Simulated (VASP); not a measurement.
```xyz
3
Lattice="0.0000 2.9192 2.9192 2.9192 0.0000 2.9192 2.9192 2.9192 0.0000" Properties=species:S:1:pos:R:3 pbc="T T T"
Pb     0.0000     0.0000     0.0000
F      4.3788     4.3788     4.3788
F      1.4596     1.4596     1.4596
```

Calculation: PBE GGA, VASP's PBE PAW potentials (set 64) (plane waves; VASP). Run with 400 eV cut-off, 10×10×10 Γ-centred mesh, Gaussian smearing of 0.010 eV, potentials Pb_d F.

Unless said otherwise, spin-orbit coupling is left out, though it shifts the bands of the heavy elements here.

Q: Give the energies of bands 8 to 17 at the high-symmetry points, in eV from the valence-band maximum.

A: 
| band | Γ | X | U | L | W |
|---|---|---|---|---|---|
| 8 | -4.67 | -6.75 | -6.67 | -6.17 | -6.70 |
| 9 | -2.79 | -3.97 | -3.89 | -3.40 | -4.14 |
| 10 | -2.79 | -3.97 | -3.71 | -3.04 | -3.03 |
| 11 | -2.79 | -1.85 | -2.38 | -3.04 | -3.03 |
| 12 | -2.30 | -1.84 | -2.00 | -2.45 | -1.91 |
| 13 | -2.30 | -1.84 | -1.85 | -2.45 | -1.76 |
| 14 | -2.30 | -0.16 | -0.04 | -0.06 | 0.00 |
| 15 | 6.82 | 4.41 | 5.36 | 5.02 | 6.14 |
| 16 | 6.82 | 8.07 | 6.75 | 7.82 | 6.14 |
| 17 | 6.82 | 8.07 | 8.07 | 7.82 | 7.57 |

The gap is indirect, 4.41 eV, from the valence maximum at W to the conduction minimum at X.

The structure comes from a computed database's PbF2 entry; how it stands against other phases isn't given here. The cell was not relaxed at this level.
